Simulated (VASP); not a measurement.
All values below come from PBE GGA, VASP's PBE PAW potentials (set 64) (plane waves; VASP).

VASP ran on this input.

KPOINTS:
```
k-points along high-symmetry lines
12
Line-mode
Reciprocal
  0.000000   0.000000   0.000000 ! GAMMA
  0.000000   0.500000   0.000000 ! X

  0.000000   0.500000   0.000000 ! X
  0.500000   0.500000   0.000000 ! M

  0.500000   0.500000   0.000000 ! M
  0.000000   0.000000   0.000000 ! GAMMA

  0.000000   0.000000   0.000000 ! GAMMA
  0.500000   0.500000   0.500000 ! R

  0.500000   0.500000   0.500000 ! R
  0.000000   0.500000   0.000000 ! X

  0.500000   0.500000   0.500000 ! R
  0.500000   0.500000   0.000000 ! M

  0.500000   0.500000   0.000000 ! M
  0.500000   0.000000   0.000000 ! X_1
```

POSCAR:
```
FeSi
1
    4.4468161538     0.0000000000    -0.0000000000
    0.0000000000     4.4468161538     0.0000000000
    0.0000000000     0.0000000000     4.4468161538
Fe Si
4 4
Direct
  0.8633903453   0.6366096547   0.3633903453
  0.3633903453   0.8633903453   0.6366096547
  0.1366096547   0.1366096547   0.1366096547
  0.6366096547   0.3633903453   0.8633903453
  0.1590661058   0.3409338942   0.6590661058
  0.6590661058   0.1590661058   0.3409338942
  0.8409338942   0.8409338942   0.8409338942
  0.3409338942   0.6590661058   0.1590661058
```

INCAR:
```
SYSTEM=FeSi
PREC=Accurate; ENCUT=400; LREAL=.False.
LASPH=.True.; ICHARG=11
EDIFF=1E-7; NELM=100; ALGO=Normal
LMAXMIX=4
ISMEAR=0; SIGMA=0.05
GGA=PE
LWAVE=.False.; LCHARG=.False.; LORBIT=11
```

POTCAR, in this order: Fe Si (PBE.64 set). Program: vasp_std. Read from the step before: CHGCAR.

Output

### OSZICAR
```
       N       E                     dE             d eps       ncg     rms          rms(c)
DAV:   1     0.300820861834E+03    0.30082E+03   -0.17446E+04  4872   0.154E+03
DAV:   2    -0.325704851474E+02   -0.33339E+03   -0.32381E+03  4872   0.379E+02
DAV:   3    -0.577301957069E+02   -0.25160E+02   -0.22648E+02  6217   0.117E+02
DAV:   4    -0.588629038690E+02   -0.11327E+01   -0.11091E+01  6521   0.269E+01
DAV:   5    -0.588953556609E+02   -0.32452E-01   -0.32426E-01  6539   0.366E+00
DAV:   6    -0.588965850434E+02   -0.12294E-02   -0.12293E-02  6808   0.591E-01
DAV:   7    -0.588966103959E+02   -0.25353E-04   -0.25353E-04  6591   0.848E-02
DAV:   8    -0.588966114774E+02   -0.10815E-05   -0.10815E-05  6512   0.147E-02
DAV:   9    -0.588966115354E+02   -0.57937E-07   -0.57074E-07  4300   0.290E-03
   1 F= -.58896612E+02 E0= -.58896436E+02  d E =-.350363E-03
```

**OUTCAR**
```
 val. band max:        9.7293382002   @ k =   0.1364   0.1364   0.1364

 cond. band min:       9.8890571801   @ k =   0.2727   0.2727   0.0000



 k-point     1 :       0.0000    0.0000    0.0000
  band No.  band energies     occupation
      1      -3.5158      2.00000
      2       1.8424      2.00000
      3       1.8424      2.00000
      4       1.8424      2.00000
      5       4.6795      2.00000
      6       4.6795      2.00000
      7       4.6795      2.00000
      8       6.2728      2.00000
      9       6.2728      2.00000
     10       6.2728      2.00000
     11       6.7659      2.00000
     12       6.9764      2.00000
     13       6.9764      2.00000
     14       7.3373      2.00000
     15       7.3373      2.00000
     16       7.3373      2.00000
     17       7.8811      2.00000
     18       7.8811      2.00000
     19       7.8811      2.00000
     20       9.4503      2.00000
     21       9.4503      2.00000
     22       9.4503      2.00000
     23       9.6928      1.99977
     24       9.6928      1.99977
     25      10.3949      0.00000
     26      10.3949      0.00000
     27      10.3949      0.00000
     28      12.7668      0.00000
     29      12.7669      0.00000

 k-point     2 :       0.0000    0.0455    0.0000
  band No.  band energies     occupation
      1      -3.5005      2.00000
      2       1.5901      2.00000
      3       1.8515      2.00000
      4       2.0677      2.00000
      5       4.4868      2.00000
      6       4.6896      2.00000
      7       4.8886      2.00000
      8       6.0424      2.00000
      9       6.2277      2.00000
     10       6.5026      2.00000
     11       6.7693      2.00000
     12       6.9750      2.00000
     13       6.9963      2.00000
     14       7.3265      2.00000
     15       7.3436      2.00000
     16       7.3507      2.00000
     17       7.8098      2.00000
     18       7.8774      2.00000
     19       7.9611      2.00000
     20       9.4002      2.00000
...
```

The density is held fixed in this step, so its total energy and stress have no physical meaning.

The compound is FeSi in the B20 structure. It was relaxed first. The run is not spin-polarised, so no magnetic state was tried.
